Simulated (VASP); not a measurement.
Computed with RPBE GGA, VASP's PBE PAW potentials (set 64) (plane waves; VASP).

VASP ran on this input.

INCAR:
```
ALGO = Normal
EDIFF = 1E-7
ENCUT = 520
GGA = RP
ISIF = 2
ISMEAR = 0
LASPH = T
LCHARG = F
LMAXMIX = 4
LREAL = F
LWAVE = F
NELM = 100
PREC = Accurate
SIGMA = 0.05
SYSTEM = CdTe
```

KPOINTS:
```
Automatic mesh
0
Gamma
7 7 7
0 0 0
```

### POSCAR
```
CdTe
1.0
  0.0000000000   3.3966522747   3.3966522747
  3.3966522747   0.0000000000   3.3966522747
  3.3966522747   3.3966522747   0.0000000000
Cd Te
1 1
Cartesian
  3.3966522747   3.3966522747   6.7933045494
  1.6983261374   1.6983261374   1.6983261374
```

POTCAR, in this order: Cd Te (PBE.64 set). Program: vasp_std.

What VASP printed:

File OUTCAR:
```
 ion  position               nearest neighbor table
   1  0.000  0.000  0.000-   2 2.94   2 2.94   2 2.94   2 2.94
   2  0.250  0.250  0.250-   1 2.94   1 2.94   1 2.94   1 2.94
  LATTYP: Found a face centered cubic cell.
 ALAT       =     6.7933045494
 Subroutine PRICEL returns:
 Original cell was already a primitive cell.
 Subroutine GETGRP returns: Found 24 space group operations
The static configuration has the point symmetry T_d .
The dynamic configuration has the point symmetry T_d .
 Subroutine INISYM returns: Found 24 space group operations
 Subroutine IBZKPT returns following result:
 Found     20 irreducible k-points:

 Following reciprocal coordinates:
            Coordinates               Weight
  0.000000  0.000000  0.000000      1.000000
  0.142857  0.000000  0.000000      8.000000
  0.285714  0.000000  0.000000      8.000000
  0.428571  0.000000  0.000000      8.000000
  0.142857  0.142857  0.000000      6.000000
  0.285714  0.142857  0.000000     24.000000
  0.428571  0.142857  0.000000     24.000000
 -0.428571  0.142857  0.000000     24.000000
 -0.285714  0.142857  0.000000     24.000000
 -0.142857  0.142857  0.000000     12.000000
  0.285714  0.285714  0.000000      6.000000
  0.428571  0.285714  0.000000     24.000000
 -0.428571  0.285714  0.000000     24.000000
 -0.285714  0.285714  0.000000     12.000000
  0.428571  0.428571  0.000000      6.000000
 -0.428571  0.428571  0.000000     12.000000
  0.428571  0.285714  0.142857     24.000000
 -0.428571  0.285714  0.142857     48.000000
 -0.428571  0.428571  0.142857     24.000000
 -0.285714  0.428571  0.142857     24.000000
   k-points           NKPTS =     20   k-points in BZ     NKDIM =     20   number of bands    NBANDS=     13
   number of dos      NEDOS =    301   number of ions     NIONS =      2
   total plane-waves  NPLWV =  46656
   dimension x,y,z NGX =    36 NGY =   36 NGZ =   36
...
```

File OSZICAR:
```
       N       E                     dE             d eps       ncg     rms          rms(c)
DAV:   1     0.100486951931E+03    0.10049E+03   -0.81296E+03   528   0.117E+03
DAV:   2    -0.173058113430E+00   -0.10066E+03   -0.97484E+02   595   0.269E+02
DAV:   3    -0.437159873628E+01   -0.41985E+01   -0.41888E+01   615   0.578E+01
DAV:   4    -0.441711361210E+01   -0.45515E-01   -0.45509E-01   714   0.530E+00
DAV:   5    -0.441735495925E+01   -0.24135E-03   -0.24135E-03   618   0.327E-01    0.456E+00
DAV:   6    -0.419196596485E+01    0.22539E+00   -0.45270E-01   570   0.761E+00    0.379E+00
DAV:   7    -0.418093563369E+01    0.11030E-01   -0.12437E-01   600   0.248E+00    0.152E+00
DAV:   8    -0.418451467785E+01   -0.35790E-02   -0.10439E-02   520   0.134E+00    0.446E-01
DAV:   9    -0.418573688926E+01   -0.12222E-02   -0.18776E-03   585   0.421E-01    0.861E-02
DAV:  10    -0.418589127571E+01   -0.15439E-03   -0.16462E-04   585   0.137E-01    0.566E-02
DAV:  11    -0.418604530044E+01   -0.15402E-03   -0.32292E-04   520   0.112E-01    0.351E-02
DAV:  12    -0.418604526837E+01    0.32068E-07   -0.45351E-06   656   0.173E-02    0.209E-02
DAV:  13    -0.418604724728E+01   -0.19789E-05   -0.43941E-06   525   0.127E-02    0.125E-02
DAV:  14    -0.418604831278E+01   -0.10655E-05   -0.25672E-06   540   0.101E-02    0.744E-03
DAV:  15    -0.418604851945E+01   -0.20666E-06   -0.34263E-08   455   0.140E-03    0.359E-03
DAV:  16    -0.418604873099E+01   -0.21154E-06   -0.77308E-08   380   0.173E-03    0.740E-04
DAV:  17    -0.418604870682E+01    0.24171E-07   -0.79728E-09   275   0.611E-04
   1 F= -.41860487E+01 E0= -.41860487E+01  d E =-.190908E-12
```

OUTCAR:
```
------------------------ aborting loop because EDIFF is reached ----------------------------------------
  FORCE on cell =-STRESS in cart. coord.  units (eV):
  Direction    XX          YY          ZZ          XY          YZ          ZX
  --------------------------------------------------------------------------------------
  Total       -0.4167385     -0.4167385     -0.4167385      0.0000000      0.0000000     -0.0000000
  in kB       -8.5190452     -8.5190452     -8.5190452      0.0000000      0.0000000     -0.0000000
  external PRESSURE =      -8.5190452 kB  Pullay stress =       0.0000000 kB
  volume of cell :       78.38
      direct lattice vectors                 reciprocal lattice vectors
     0.000000000  3.396652275  3.396652275    -0.147203764  0.147203764  0.147203764
     3.396652275  0.000000000  3.396652275     0.147203764 -0.147203764  0.147203764
     3.396652275  3.396652275  0.000000000     0.147203764  0.147203764 -0.147203764
  FREE ENERGIE OF THE ION-ELECTRON SYSTEM (eV)
  ---------------------------------------------------
  free  energy   TOTEN  =        -4.1860487068 eV

  energy  without entropy=       -4.1860487068  energy(sigma->0) =       -4.18604871
```
(Selected blocks of OUTCAR.)

The compound is CdTe in the zinc blende structure. This cell is one point of a volume scan, at 1.03 of the reference volume.
